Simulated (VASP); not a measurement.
These are PBE GGA, VASP's PBE PAW potentials (set 64) (plane waves; VASP 6.6.1) values and carry that method's errors.

Input for VASP

**KPOINTS**
```
K-points
0
G
11 11 6
```

File POSCAR:
```
Lu
1
    1.7850000000    -3.0917110000     0.0000000000
    1.7850000000     3.0917110000     0.0000000000
    0.0000000000     0.0000000000     5.6610000000
Lu
2
Direct
  0.3333330000   0.6666670000   0.2500000000
  0.6666670000   0.3333330000   0.7500000000
```

### INCAR
```
ALGO = Normal
EDIFF = 1E-3
ENCUT = 400
GGA = PE
ISIF = 2
ISMEAR = 1
LASPH = .TRUE.
LCHARG = .FALSE.
LMAXMIX = 6
LREAL = .FALSE.
LWAVE = .FALSE.
NELM = 100
PREC = Accurate
SIGMA = 0.1
SYSTEM = Lu
```

POTCAR, in this order: Lu_3 (PBE.64 set). Program: vasp_std.

Output of the run:

**OUTCAR**
```
 ion  position               nearest neighbor table
   1  0.333  0.667  0.250-   2 3.50   2 3.50   2 3.50   2 3.50   2 3.50   2 3.50
   2  0.667  0.333  0.750-   1 3.50   1 3.50   1 3.50   1 3.50   1 3.50   1 3.50
  LATTYP: Found a hexagonal cell.
 ALAT       =     3.5700002672
 C/A-ratio  =     1.5857141670
 Subroutine PRICEL returns:
 Original cell was already a primitive cell.
 Subroutine GETGRP returns: Found 24 space group operations
The static configuration has the point symmetry D_3d.
 The point group associated with its full space group is D_6h.
The dynamic configuration has the point symmetry D_3d.
 Subroutine INISYM returns: Found 24 space group operations
 Subroutine IBZKPT returns following result:
 Found     64 irreducible k-points:

 Following reciprocal coordinates:
            Coordinates               Weight
  0.000000  0.000000  0.000000      1.000000
  0.090909 -0.000000  0.000000      6.000000
  0.181818 -0.000000  0.000000      6.000000
  0.272727 -0.000000  0.000000      6.000000
  0.363636  0.000000  0.000000      6.000000
  0.454545 -0.000000  0.000000      6.000000
  0.090909  0.090909  0.000000      6.000000
  0.181818  0.090909  0.000000     12.000000
  0.272727  0.090909  0.000000     12.000000
  0.363636  0.090909  0.000000     12.000000
  0.454545  0.090909  0.000000      6.000000
  0.181818  0.181818  0.000000      6.000000
  0.272727  0.181818  0.000000     12.000000
  0.363636  0.181818  0.000000     12.000000
  0.272727  0.272727  0.000000      6.000000
  0.363636  0.272727  0.000000      6.000000
  0.000000  0.000000  0.166667      2.000000
  0.090909 -0.000000  0.166667     12.000000
  0.181818 -0.000000  0.166667     12.000000
  0.272727 -0.000000  0.166667     12.000000
  0.363636  0.000000  0.166667     12.000000
  0.454545 -0.000000  0.166667     12.000000
...
```

File OSZICAR:
```
       N       E                     dE             d eps       ncg     rms          rms(c)
DAV:   1     0.381788990291E+02    0.38179E+02   -0.78937E+03  3059   0.131E+03
DAV:   2    -0.666189479335E+01   -0.44841E+02   -0.43684E+02  2835   0.640E+02
DAV:   3    -0.880006196919E+01   -0.21382E+01   -0.20317E+01  2893   0.575E+01
DAV:   4    -0.889241537490E+01   -0.92353E-01   -0.88256E-01  3095   0.112E+01
DAV:   5    -0.889639217421E+01   -0.39768E-02   -0.39656E-02  2615   0.193E+00    0.241E+01
DAV:   6    -0.887316046459E+01    0.23232E-01   -0.42110E-02  2804   0.441E+00    0.143E+01
DAV:   7    -0.887481061434E+01   -0.16501E-02   -0.78369E-02  2689   0.587E+00    0.372E-01
DAV:   8    -0.887466569603E+01    0.14492E-03   -0.54998E-03  2602   0.116E+00
   1 F= -.88746657E+01 E0= -.88751837E+01  d E =0.155386E-02
```

File OUTCAR:
```
------------------------ aborting loop because EDIFF is reached ----------------------------------------
  FORCE on cell =-STRESS in cart. coord.  units (eV):
  Direction    XX          YY          ZZ          XY          YZ          ZX
  --------------------------------------------------------------------------------------
  Total       -0.7841302     -0.7841303     -1.1913852      0.0000000     -0.0000000      0.0000000
  in kB      -20.1065931    -20.1065972    -30.5493892      0.0000000     -0.0000000      0.0000000
  external PRESSURE =     -23.5875265 kB  Pullay stress =       0.0000000 kB
  volume of cell :       62.48
      direct lattice vectors                 reciprocal lattice vectors
     1.785000000 -3.091711000  0.000000000     0.280112045 -0.161722748  0.000000000
     1.785000000  3.091711000  0.000000000     0.280112045  0.161722748  0.000000000
     0.000000000  0.000000000  5.661000000     0.000000000  0.000000000  0.176647235
 POSITION                                       TOTAL-FORCE (eV/Angst)
 -----------------------------------------------------------------------------------
      1.78500      1.03057      1.41525        -0.000000      0.000000      0.000000
      1.78500     -1.03057      4.24575         0.000000     -0.000000      0.000000
 -----------------------------------------------------------------------------------
    total drift:                                0.000000      0.000072     -0.000011
  FREE ENERGIE OF THE ION-ELECTRON SYSTEM (eV)
  ---------------------------------------------------
  free  energy   TOTEN  =        -8.8746656960 eV

  energy  without entropy=       -8.8762195603  energy(sigma->0) =       -8.87518365
```
(Selected blocks of OUTCAR.)

OUTCAR:
```
 val. band max:        2.5257564214   @ k =   0.1818   0.1818   0.3333

 cond. band min:       2.5331401529   @ k =   0.1818  -0.0000   0.0000


 Fermi energy:         2.5289870175

 k-point     1 :       0.0000    0.0000    0.0000
  band No.  band energies     occupation
      1     -24.6338      2.00000
      2     -24.3052      2.00000
      3     -24.3052      2.00000
      4     -24.2425      2.00000
      5     -24.2425      2.00000
      6     -24.2175      2.00000
      7      -3.3529      2.00000
      8       0.1709      2.00000
      9       2.9162     -0.00000
     10       4.6759      0.00000
     11       4.6979      0.00000
     12       4.9372      0.00000
     13       5.4395      0.00000

 k-point     2 :       0.0909   -0.0000    0.0000
  band No.  band energies     occupation
      1     -24.6235      2.00000
      2     -24.3264      2.00000
      3     -24.3123      2.00000
      4     -24.2650      2.00000
      5     -24.2457      2.00000
      6     -24.2222      2.00000
      7      -3.1679      2.00000
      8       0.3622      2.00000
      9       2.8059     -0.00064
     10       4.2122     -0.00000
     11       4.8562      0.00000
     12       5.0827      0.00000
     13       5.3556      0.00000

 k-point     3 :       0.1818   -0.0000    0.0000
  band No.  band energies     occupation
      1     -24.5943      2.00000
      2     -24.3836      2.00000
      3     -24.3310      2.00000
      4     -24.3239      2.00000
      5     -24.2546      2.00000
      6     -24.2366      2.00000
      7      -2.6349      2.00000
      8       0.8835      2.00000
      9       2.5331      0.92977
     10       3.5314     -0.00000
     11       4.5132     -0.00000
     12       5.0820      0.00000
     13       5.3804      0.00000

 k-point     4 :       0.2727   -0.0000    0.0000
  band No.  band energies     occupation
      1     -24.5512      2.00000
      2     -24.4591      2.00000
      3     -24.3984      2.00000
...
```

The compound is Lu in the hcp structure. The cell was not relaxed at this level. The run is one of a series of settings (EDIFF = 1E-3 against the base run), some of them coarse on purpose.
